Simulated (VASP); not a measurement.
Consider the following.

```
NiO
1.0
    4.11767     2.05669     2.05669
    2.05669     4.11767     2.05669
    2.05669     2.05669     4.11767
Ni O
2 2
Direct
  0.00000   0.00000   0.00000
  0.50000   0.50000   0.50000
  0.25000   0.25000   0.25000
  0.75000   0.75000   0.75000
```
Starting moments (μB, in the order of the record's atoms Ni Ni O O): 1.3 -1.3 0.0 0.0.

Level of theory: PBEsol GGA, VASP's PBE PAW potentials (set 64) (plane waves; VASP). Run with 600 eV cut-off, 8×8×8 Γ-centred mesh, Gaussian smearing of 0.050 eV, potentials Ni O.

Each row applies one change to this cell, which was relaxed at other settings and keeps the small stress of the first row; at a fixed cut-off the stress holds a Pulay part, so it need not integrate to ΔE exactly. Stress is in GPa, positive when the cell is compressed; gaps are those on the k-mesh, and 0.00 means metallic.

| change | ΔE (meV/atom) | σxx | σyy | σzz | largest shear component, with its sign (GPa) | largest force (eV/Å) | gap (eV) |
|---|---|---|---|---|---|---|---|
| none | 0.0 | -0.13 | -0.13 | -0.13 | -0.29 | 0.000 | 0.73 |
| atom 4 (O) moved by 0.025 Å along y | 0.5 | -0.13 | 0.01 | -0.13 | -0.29 | 0.160 | 0.69 |
| uniaxial strain of +3.0 % along x | 8.3 | -10.16 | -3.95 | -3.95 | -0.27 | 0.000 | 0.68 |
| isotropic strain of +2.0 % | 19.7 | -11.77 | -11.77 | -11.77 | -0.22 | 0.000 | 0.72 |
| atom 1 (Ni) moved by -0.200 Å along z | 46.7 | -0.20 | -0.20 | 8.37 | -0.39 | 2.089 | 0.57 |
| atom 3 (O) moved by 0.025 Å along y | 0.5 | -0.13 | 0.01 | -0.13 | -0.29 | 0.160 | 0.69 |
| atom 3 (O) moved by -0.075 Å along y | ? | ? | ? | ? | ? | ? | ? |
| atom 4 (O) moved by 0.150 Å along x | ? | ? | ? | ? | ? | ? | ? |
| atom 1 (Ni) moved by -0.200 Å along x | 46.7 | 8.37 | -0.20 | -0.20 | -0.39 | 2.089 | 0.57 |

Problem. Some entries are withheld; supply them.

Solution. 
- atom 4 (O) moved by 0.150 Å along x, ΔE (meV/atom): 19.2
- atom 4 (O) moved by 0.150 Å along x, σxx: 4.53
- atom 4 (O) moved by 0.150 Å along x, σyy: -0.37
- atom 4 (O) moved by 0.150 Å along x, σzz: -0.37
- atom 4 (O) moved by 0.150 Å along x, largest shear component, with its sign (GPa): -0.30
- atom 4 (O) moved by 0.150 Å along x, largest force (eV/Å): 1.115
- atom 4 (O) moved by 0.150 Å along x, gap (eV): 0.41
- atom 3 (O) moved by -0.075 Å along y, ΔE (meV/atom): 4.5
- atom 3 (O) moved by -0.075 Å along y, σxx: -0.20
- atom 3 (O) moved by -0.075 Å along y, σyy: 1.00
- atom 3 (O) moved by -0.075 Å along y, σzz: -0.20
- atom 3 (O) moved by -0.075 Å along y, largest shear component, with its sign (GPa): -0.29
- atom 3 (O) moved by -0.075 Å along y, largest force (eV/Å): 0.498
- atom 3 (O) moved by -0.075 Å along y, gap (eV): 0.60

Failed runs are left out, and for metals the shear rows, which the mesh's noise covers.

The compound is NiO in the rock salt, AFM-II order structure. The spin order is the one that the start imposed; others were not tried in this run.
